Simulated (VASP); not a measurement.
Level of theory: PBE GGA, VASP's PBE PAW potentials (set 64) (plane waves; VASP).

A VASP calculation is set up with these files.

KPOINTS:
```
Automatic
0
Gamma
17 17 17
0 0 0
```

### INCAR
```
SYSTEM = V
PREC = Accurate
ENCUT = 500
EDIFF = 1E-6
NELM = 100
ALGO = Normal
LREAL = .FALSE.
LASPH = .TRUE.
ISMEAR = 1
SIGMA = 0.1
GGA = PE
LMAXMIX = 4
LWAVE = .FALSE.
LCHARG = .FALSE.
IBRION = 2
ISIF = 3
NSW = 40
EDIFFG = -0.02
PSTRESS = 100
```

File POSCAR:
```
V
1.0
 -1.4862511451   1.4862511451   1.4862511451
  1.4862511451  -1.4862511451   1.4862511451
  1.4862511451   1.4862511451  -1.4862511451
V
1
Cart
  0.0000000000   0.0000000000   0.0000000000
```

POTCAR, in this order: V_sv (PBE.64 set). Program: vasp_std.

The resulting files:

**OSZICAR**
```
       N       E                     dE             d eps       ncg     rms          rms(c)
DAV:   1     0.834849359696E+02    0.83485E+02   -0.72003E+03  3300   0.139E+03
DAV:   2    -0.894742044929E+01   -0.92432E+02   -0.90522E+02  3394   0.362E+02
DAV:   3    -0.103257363428E+02   -0.13783E+01   -0.13538E+01  3468   0.523E+01
DAV:   4    -0.103356362688E+02   -0.98999E-02   -0.98866E-02  3342   0.443E+00
DAV:   5    -0.103357368482E+02   -0.10058E-03   -0.10058E-03  3442   0.468E-01    0.190E+01
DAV:   6    -0.901109892035E+01    0.13246E+01   -0.52522E+00  3314   0.347E+01    0.200E+00
DAV:   7    -0.899184279064E+01    0.19256E-01   -0.22032E-02  3326   0.207E+00    0.101E+00
DAV:   8    -0.898386559334E+01    0.79772E-02   -0.65411E-03  3330   0.142E+00    0.721E-02
DAV:   9    -0.898389878502E+01   -0.33192E-04   -0.92634E-05  3332   0.162E-01    0.331E-02
DAV:  10    -0.898390221930E+01   -0.34343E-05   -0.78980E-06  3302   0.342E-02    0.125E-03
DAV:  11    -0.898390294820E+01   -0.72890E-06   -0.55708E-08  1674   0.374E-03
   1 F= -.81642575E+01 E0= -.81638431E+01  d E =-.816426E+01
       N       E                     dE             d eps       ncg     rms          rms(c)
DAV:   1    -0.973582536440E+01   -0.75192E+00   -0.17076E+01  3300   0.725E+01    0.110E+01
DAV:   2    -0.894121820066E+01    0.79461E+00   -0.31132E+00  3310   0.275E+01    0.211E+00
DAV:   3    -0.893172108451E+01    0.94971E-02   -0.15289E-02  3300   0.175E+00    0.141E+00
DAV:   4    -0.892825963179E+01    0.34615E-02   -0.77898E-03  3304   0.127E+00    0.707E-02
DAV:   5    -0.892830936947E+01   -0.49738E-04   -0.17449E-04  3350   0.190E-01    0.411E-02
DAV:   6    -0.892828891161E+01    0.20458E-04   -0.14570E-05  3314   0.528E-02    0.163E-03
DAV:   7    -0.892828933668E+01   -0.42507E-06   -0.12769E-07  1650   0.533E-03
   2 F= -.81572218E+01 E0= -.81570370E+01  d E =0.703578E-02
       N       E                     dE             d eps       ncg     rms          rms(c)
DAV:   1    -0.927593430684E+01   -0.34765E+00   -0.65437E+00  3300   0.465E+01    0.607E+00
DAV:   2    -0.897362584242E+01    0.30231E+00   -0.13826E+00  3308   0.171E+01    0.110E+00
DAV:   3    -0.897067079084E+01    0.29551E-02   -0.44136E-03  3300   0.103E+00    0.606E-01
DAV:   4    -0.896950188909E+01    0.11689E-02   -0.31048E-03  3304   0.795E-01    0.571E-02
DAV:   5    -0.896951912299E+01   -0.17234E-04   -0.59267E-05  3350   0.114E-01    0.154E-02
DAV:   6    -0.896951646649E+01    0.26565E-05   -0.99518E-06  3310   0.444E-02    0.132E-03
DAV:   7    -0.896951622945E+01    0.23705E-06   -0.36752E-08  1650   0.282E-03
   3 F= -.81693607E+01 E0= -.81689917E+01  d E =-.510322E-02
```

OUTCAR:
```
------------------------ aborting loop because EDIFF is reached ----------------------------------------
  FORCE on cell =-STRESS in cart. coord.  units (eV):
  Direction    XX          YY          ZZ          XY          YZ          ZX
  --------------------------------------------------------------------------------------
  Total        0.7959311      0.7959311      0.7959311      0.0000000      0.0000000      0.0000000
  in kB       99.4720592     99.4720592     99.4720592      0.0000000      0.0000000      0.0000000
  external PRESSURE =      -0.5279408 kB  Pullay stress =     100.0000000 kB
  volume of cell :       12.82
      direct lattice vectors                 reciprocal lattice vectors
    -1.474376245  1.474376245  1.474376245     0.000000000  0.339126462  0.339126462
     1.474376245 -1.474376245  1.474376245     0.339126462  0.000000000  0.339126462
     1.474376245  1.474376245 -1.474376245     0.339126462  0.339126462  0.000000000
 POSITION                                       TOTAL-FORCE (eV/Angst)
 -----------------------------------------------------------------------------------
      0.00000      0.00000      0.00000         0.000000      0.000000      0.000000
 -----------------------------------------------------------------------------------
    total drift:                                0.000000     -0.000000      0.000000
  FREE ENERGIE OF THE ION-ELECTRON SYSTEM (eV)
  ---------------------------------------------------
  free  energy   TOTEN  =        -8.9695162294 eV

  energy  without entropy=       -8.9684090697  energy(sigma->0) =       -8.96914718
  enthalpy is  TOTEN    =        -8.1693607499 eV   P V=        0.8001554796

 reached required accuracy - stopping structural energy minimisation
```
(Selected blocks of OUTCAR.)

File CONTCAR:
```
V
   1.00000000000000
    -1.4743762448597935    1.4743762448597935    1.4743762448597935
     1.4743762448597935   -1.4743762448597935    1.4743762448597935
     1.4743762448597935    1.4743762448597935   -1.4743762448597935
  V
     1
Direct
     0.0000000000000000    0.0000000000000000    0.0000000000000000
```

OUTCAR:
```
 val. band max:       10.3206397306   @ k =   0.2941   0.0588   0.0000

 cond. band min:      10.3398190703   @ k =   0.2353   0.0000   0.0000


 Fermi energy:        10.3384660534

 k-point     1 :       0.0000    0.0000    0.0000
  band No.  band energies     occupation
      1     -53.3284      2.00000
      2     -26.5426      2.00000
      3     -26.5426      2.00000
      4     -26.5426      2.00000
      5       3.6488      2.00000
      6      10.7571     -0.00000
      7      10.7571     -0.00000
      8      10.7571     -0.00000
      9      12.8947      0.00000
     10      12.8947      0.00000

 k-point     2 :       0.0588    0.0000    0.0000
  band No.  band energies     occupation
      1     -53.3205      2.00000
      2     -26.5799      2.00000
      3     -26.5538      2.00000
      4     -26.5429      2.00000
      5       3.7954      2.00000
      6      10.6927     -0.00001
      7      10.7436     -0.00000
      8      10.8637     -0.00000
      9      12.8191      0.00000
     10      12.8987      0.00000

 k-point     3 :       0.1176    0.0000    0.0000
  band No.  band energies     occupation
      1     -53.2976      2.00000
      2     -26.6858      2.00000
      3     -26.5859      2.00000
      4     -26.5439      2.00000
      5       4.2207      2.00000
      6      10.5123     -0.03382
      7      10.6803     -0.00001
      8      11.1761     -0.00000
      9      12.6511      0.00000
     10      12.9135      0.00000

 k-point     4 :       0.1765    0.0000    0.0000
  band No.  band energies     occupation
      1     -53.2628      2.00000
      2     -26.8442      2.00000
      3     -26.6341      2.00000
      4     -26.5452      2.00000
      5       4.8761      2.00000
      6      10.2498      2.01799
      7      10.5292     -0.02135
      8      11.6717     -0.00000
      9      12.5249      0.00000
     10      12.9453      0.00000

 k-point     5 :       0.2353    0.0000    0.0000
...
```

Energy and stress use the plane-wave basis of the starting cell.

The compound is V in the bcc structure. This run relaxes it under an external pressure of 10 GPa. Symmetry was kept, so distortions that lower it aren't found. The run is not spin-polarised, so no magnetic state was tried.
